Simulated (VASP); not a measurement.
Fitting the PBE energy curve of CaC

It takes space group Pm-3m (No. 221, cubic). Conventional cell: a = 3.120 Å, b = 3.120 Å, c = 3.120 Å, α = 90.00°, β = 90.00°, γ = 90.00°. Ca (site symmetry m-3m) is surrounded by 8 C at 2.70 Å. C (site symmetry m-3m) is surrounded by 8 Ca at 2.70 Å.

The cell comes from a database or a generator and needn't be the stable form of this composition.

The cell was scaled at fixed shape and fractions and run with VASP, PBE PAW files C, Ca_sv, 520 eV; PBE, k mesh 9 × 9 × 9 on the cell of 2 atoms, fermi-dirac occupations of 0.05 eV, no spin polarisation, no spin-orbit coupling. Energies are those that the program minimises, any entropy of the smearing included. For a metal such a mesh isn't converged to the digits shown.

| V (Å³/atom) | energy over the lowest row (meV/atom) |
| --- | --- |
| 14.2727 | 19.033 |
| 14.5764 | 9.137 |
| 14.8801 | 2.915 |
| 15.1838 | 0.000 |
| 15.4874 | ? |
| 15.7911 | 2.895 |
| 16.0948 | 8.147 |

Problem. Fit the third-order Birch-Murnaghan form, give V0, B0 and B′, and predict the energy left open.

Solution. With y = (V0/V)^(2/3), E = E0 + (9 V0 B0/16) [(y - 1)³ B′ + (y - 1)² (6 - 4y)]. Least squares through the rows shown give V0 = 15.3249 Å³/atom, E0 = -0.310 meV, B0 = 76.11 GPa (1 eV/Å³ = 160.218 GPa) and B′ = 4.06, with a largest miss of 0.003 meV. At V = 15.4874 the form with these constants gives 0.092 meV; the run gave 0.089 meV an atom.
